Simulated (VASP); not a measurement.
Calculation: PBEsol GGA, VASP's PBE PAW potentials (set 64) (plane waves; VASP).

VASP input:

File POSCAR:
```
InSe
1
    5.8263950000    -2.0546500000     0.0000000000
    5.8263950000     2.0546500000     0.0000000000
   -1.7232320000     0.0000000000     4.7713520000
In Se
2 2
Direct
  0.1118000000   0.1118000000   0.9531600000
  0.8882000000   0.8882000000   0.0468400000
  0.3390700000   0.3390700000   0.3310400000
  0.6609300000   0.6609300000   0.6689600000
```

### INCAR
```
SYSTEM = InSe
PREC = Accurate; ENCUT = 300; LREAL = .FALSE.
LASPH = .TRUE.
EDIFF = 1E-6; NELM = 100; ALGO = Normal
LMAXMIX = 4
ISMEAR = 0; SIGMA = 0.01
GGA = PS
ISIF = 2
LWAVE = .FALSE.; LCHARG = .FALSE.
```

**KPOINTS**
```
Automatic mesh
0
Gamma
5 5 4
0 0 0
```

POTCAR, in this order: In_d Se (PBE.64 set). Program: vasp_std.

Output of the run:

**OSZICAR**
```
       N       E                     dE             d eps       ncg     rms          rms(c)
DAV:   1     0.269335961183E+03    0.26934E+03   -0.13383E+04  1518   0.126E+03
DAV:   2     0.116178410441E+02   -0.25772E+03   -0.25389E+03  1609   0.345E+02
DAV:   3    -0.151478817562E+02   -0.26766E+02   -0.26199E+02  1931   0.127E+02
DAV:   4    -0.159618356643E+02   -0.81395E+00   -0.81331E+00  1742   0.254E+01
DAV:   5    -0.159945342080E+02   -0.32699E-01   -0.32696E-01  2382   0.423E+00    0.618E+00
DAV:   6    -0.155306712459E+02    0.46386E+00   -0.10909E+00  2135   0.175E+01    0.370E+00
DAV:   7    -0.154983698766E+02    0.32301E-01   -0.36939E-01  2381   0.507E+00    0.115E+00
DAV:   8    -0.154942889867E+02    0.40809E-02   -0.43043E-02  2231   0.241E+00    0.549E-01
DAV:   9    -0.154942052411E+02    0.83746E-04   -0.51151E-03  2287   0.800E-01    0.179E-01
DAV:  10    -0.154941881239E+02    0.17117E-04   -0.44553E-04  1863   0.194E-01    0.899E-02
DAV:  11    -0.154942158970E+02   -0.27773E-04   -0.18048E-04  2239   0.161E-01    0.239E-02
DAV:  12    -0.154942112161E+02    0.46809E-05   -0.23624E-05  2274   0.535E-02    0.167E-02
DAV:  13    -0.154942119670E+02   -0.75082E-06   -0.38505E-06  1563   0.137E-02
   1 F= -.15494212E+02 E0= -.15494212E+02  d E =-.102964E-19
```

OUTCAR:
```
------------------------ aborting loop because EDIFF is reached ----------------------------------------
  FORCE on cell =-STRESS in cart. coord.  units (eV):
  Direction    XX          YY          ZZ          XY          YZ          ZX
  --------------------------------------------------------------------------------------
  Total       -1.1570682     -0.8396108     -0.7996425      0.0000000      0.0000000      0.0117424
  in kB      -16.2278250    -11.7755007    -11.2149471      0.0000000      0.0000000      0.1646871
  external PRESSURE =     -13.0727576 kB  Pullay stress =       0.0000000 kB
  volume of cell :      114.24
      direct lattice vectors                 reciprocal lattice vectors
     5.826395000 -2.054650000  0.000000000     0.085816358 -0.243350449  0.030993625
     5.826395000  2.054650000  0.000000000     0.085816358  0.243350449  0.030993625
    -1.723232000  0.000000000  4.771352000     0.000000000  0.000000000  0.209584202
 POSITION                                       TOTAL-FORCE (eV/Angst)
 -----------------------------------------------------------------------------------
     -0.33973      0.00000      4.54786         0.012017      0.000000      0.012860
     10.26929      0.00000      0.22349        -0.012017      0.000000     -0.012860
      3.38065      0.00000      1.57951        -0.013361      0.000000      0.077592
      6.54891      0.00000      3.19184         0.013361      0.000000     -0.077592
 -----------------------------------------------------------------------------------
    total drift:                                0.000000      0.000000     -0.000000
  FREE ENERGIE OF THE ION-ELECTRON SYSTEM (eV)
  ---------------------------------------------------
  free  energy   TOTEN  =       -15.4942119670 eV

  energy  without entropy=      -15.4942119670  energy(sigma->0) =      -15.49421197
```
(Selected blocks of OUTCAR.)

At this cut-off the stress carries a Pulay error, which pulls relaxed volumes low.

The structure comes from a computed database's InSe entry; how it stands against other phases isn't given here. The cell was not relaxed at this level.
